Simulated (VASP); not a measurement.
Level of theory: PBEsol GGA, VASP's PBE PAW potentials (set 64) (plane waves; VASP).

Input for VASP

### POSCAR
```
ScAg(PSe3)2
6.421320
  1.0000000000   0.0000000000   0.0000000000
 -0.5000000000   0.8660255212   0.0000000000
  0.0000000000   0.0000000000   2.3211708808
Sc Ag P Se
2 2 4 12
Cartesian
  0.0000000000   0.0000000000   0.5802927202
  0.0000000000   0.0000000000   1.7408781606
 -0.0000005000   0.5773506362   1.7408781606
  0.5000005000   0.2886748851   0.5802927202
  0.5000005000   0.2886748851   1.5685312227
 -0.0000005000   0.5773506362   0.7526396581
  0.5000005000   0.2886748851   1.9132250985
 -0.0000005000   0.5773506362   0.4079457823
  0.3236850000   0.6022774487   0.3088782091
  0.1763150000   0.2637480725   2.0122926717
 -0.1834300000   0.8452062677   0.3088782091
  0.6834300000   0.0208192535   2.0122926717
 -0.1402550000   0.2845673260   0.3088782091
  0.6402550000   0.5814581952   2.0122926717
  0.1402550000   0.2845673260   0.8517072313
  0.3597450000   0.5814581952   1.4694636495
 -0.3236850000   0.6022774487   0.8517072313
  0.8236850000   0.2637480725   1.4694636495
  0.1834300000   0.8452062677   0.8517072313
  0.3165700000   0.0208192535   1.4694636495
```

### INCAR
```
# general
SYSTEM  = ScAg(PSe3)2
PREC    = Accurate
ENCUT   = 210
LREAL   = Auto   # projection in real space or not
LASPH   = .True.   # aspherical one-centre terms

# electronic loop
EDIFF   = 1E-04   # SCF stop (eV)
NELM    = 100
ALGO    = Normal
LMAXMIX = 4   # l cut-off of mixed one-centre charges

# smearing
ISMEAR  = -1
SIGMA   = 0.05   # width (eV)

# functional
GGA     = PS

# ions
ISIF    = 2

# output
LWAVE   = .False.
LCHARG  = .False.
```

KPOINTS:
```
kpoints
0
G
  4 4 4
0.5 0.5 0.5
```

POTCAR, in this order: Sc_sv Ag P Se (PBE.64 set). Program: vasp_std.

At this cut-off the stress carries a Pulay error, which pulls relaxed volumes low.

Estimate the energy per atom (σ→0), pressure, largest force.

The energy per atom (σ→0) is -4.931 eV/atom, the pressure is -2.61 GPa and the largest force is 0.429 eV/Å.

### OSZICAR
```
...
DAV:   7    -0.986289455244E+02    0.26154E+00   -0.25372E+00  3840   0.451E+00    0.437E+00
DAV:   8    -0.986181421025E+02    0.10803E-01   -0.27514E-01  4800   0.207E+00    0.108E+00
DAV:   9    -0.986148037258E+02    0.33384E-02   -0.40771E-02  3872   0.630E-01    0.600E-01
DAV:  10    -0.986157260553E+02   -0.92233E-03   -0.67371E-03  4376   0.296E-01    0.173E-01
DAV:  11    -0.986159706748E+02   -0.24462E-03   -0.91306E-04  4176   0.140E-01    0.740E-02
DAV:  12    -0.986160960818E+02   -0.12541E-03   -0.10608E-04  2672   0.453E-02    0.313E-02
DAV:  13    -0.986161457055E+02   -0.49624E-04   -0.84597E-05  2288   0.343E-02
   1 F= -.98616146E+02 E0= -.98616146E+02  d E =-.845717E-07
```

The structure comes from a computed database's AgScP2Se6 entry; how it stands against other phases isn't given here. The cell was not relaxed at this level. The run is one of a series of settings (EDIFF = 1E-04, ENCUT = 210, KPOINTS 4×4×4 Γ-centred mesh shifted by (0.5, 0.5, 0.5) against the base run), some of them coarse on purpose.
